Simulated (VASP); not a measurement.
The system is Sn.

```xyz
2
Lattice="-2.9196 2.9196 1.5938 2.9196 -2.9196 1.5938 2.9196 2.9196 -1.5938" Properties=species:S:1:pos:R:3 pbc="T T T"
Sn    0.0000    0.0000    0.0000
Sn    0.0000    2.9196    0.7969
```

| Item | Value |
| --- | --- |
| Program | VASP 6.6.1 |
| Task | relaxation of cell and atoms |
| Functional | PBE |
| Potentials or basis | VASP PAW PBE potentials, release 64 (Sn_d) |
| Cutoff | 600 eV |
| k mesh | 12 × 12 × 12 |
| Occupations | gaussian, width 0.03 eV |
| Spin | no spin polarisation |

At the start: pressure 2.3 GPa; volume 27.17 Å³/atom.

Question: Where does the relaxation end?

Answer: Over 6 steps the energy falls by 8.4 meV/atom and the volume is 28.38 Å³/atom (+4.4 %); space group I4_1/amd (No. 141, to 0.05 Å).

The path:
| step | energy change (eV) | largest force (eV/Å) | pressure (GPa) | volume (Å³) |
| --- | --- | --- | --- | --- |
| 1 | 0.0000 | 0.0000 | 2.30 | 54.34 |
| 2 | -0.0155 | 0.0000 | -0.53 | 57.47 |
| 3 | -0.0168 | 0.0000 | 0.03 | 56.77 |
| 4 | -0.0168 | 0.0000 | -0.08 | 56.82 |
| 5 | -0.0168 | 0.0000 | 0.06 | 56.72 |
| 6 | -0.0168 | 0.0000 | -0.02 | 56.76 |

Final structure:
```cif
data_structure
_symmetry_space_group_name_H-M 'P 1'
_symmetry_Int_Tables_number 1
_cell_length_a 4.4928
_cell_length_b 4.4928
_cell_length_c 4.4928
_cell_angle_alpha 97.419
_cell_angle_beta 97.419
_cell_angle_gamma 137.881
_cell_volume 56.76
loop_
_atom_site_label
_atom_site_type_symbol
_atom_site_fract_x
_atom_site_fract_y
_atom_site_fract_z
_atom_site_occupancy
Sn1 Sn 0.00000 0.00000 0.00000 1
Sn2 Sn 0.75000 0.25000 0.50000 1
```
